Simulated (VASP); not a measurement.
OSZICAR of a VASP run on WSe₂ (2H layered):

**OSZICAR**
```
       N       E                     dE             d eps       ncg     rms          rms(c)
DAV:   1     0.519489846109E+03    0.51949E+03   -0.28266E+04  1112   0.161E+03
DAV:   2    -0.123959554256E+02   -0.53189E+03   -0.52115E+03  1201   0.421E+02
DAV:   3    -0.460038847168E+02   -0.33608E+02   -0.33361E+02  1221   0.945E+01
DAV:   4    -0.469573185780E+02   -0.95343E+00   -0.95014E+00  1236   0.161E+01
DAV:   5    -0.469799349136E+02   -0.22616E-01   -0.22609E-01  1285   0.244E+00    0.312E+01
DAV:   6    -0.454880145574E+02    0.14919E+01   -0.86330E+00  1152   0.168E+01    0.115E+01
DAV:   7    -0.452240319158E+02    0.26398E+00   -0.36919E+00  1157   0.794E+00    0.537E+00
DAV:   8    -0.450826684795E+02    0.14136E+00   -0.61720E-01  1309   0.440E+00    0.108E+00
DAV:   9    -0.450840672604E+02   -0.13988E-02   -0.51783E-02  1293   0.115E+00    0.726E-01
DAV:  10    -0.450836587406E+02    0.40852E-03   -0.16240E-02  1324   0.831E-01    0.173E-01
DAV:  11    -0.450836464933E+02    0.12247E-04   -0.21284E-03  1205   0.291E-01    0.135E-01
DAV:  12    -0.450836946211E+02   -0.48128E-04   -0.12965E-04  1225   0.635E-02    0.605E-02
DAV:  13    -0.450837513342E+02   -0.56713E-04   -0.10584E-04  1199   0.533E-02    0.608E-03
DAV:  14    -0.450837599925E+02   -0.86582E-05   -0.13994E-05  1074   0.181E-02    0.809E-03
DAV:  15    -0.450837606676E+02   -0.67515E-06   -0.75002E-07   847   0.447E-03
   1 F= -.45083761E+02 E0= -.45083761E+02  d E =-.450838E+02
```

Problem. Which electronic solver shows in the log?

Solution. It is blocked Davidson (ALGO = Normal, or the opening steps of other solvers). The INCAR had ALGO = Normal.

Problem. Can the final energy be trusted as converged?

Solution. The calculation finished and met its thresholds. It stopped with EDIFF = 1E-6, NELM = 100, NSW = 60 and EDIFFG = -0.02 after 1 ionic step (AM05 GGA, plane waves, VASP's PBE PAW potentials (set 64)). Without a dispersion term in the relaxation, distances and binding between the weakly bound layers, chains or molecules are unreliable, and so is what depends on them.

The compound is WSe2 in the 2H layered structure. It was relaxed first, which changed the volume by +10 %. The start is the result of an earlier pass.
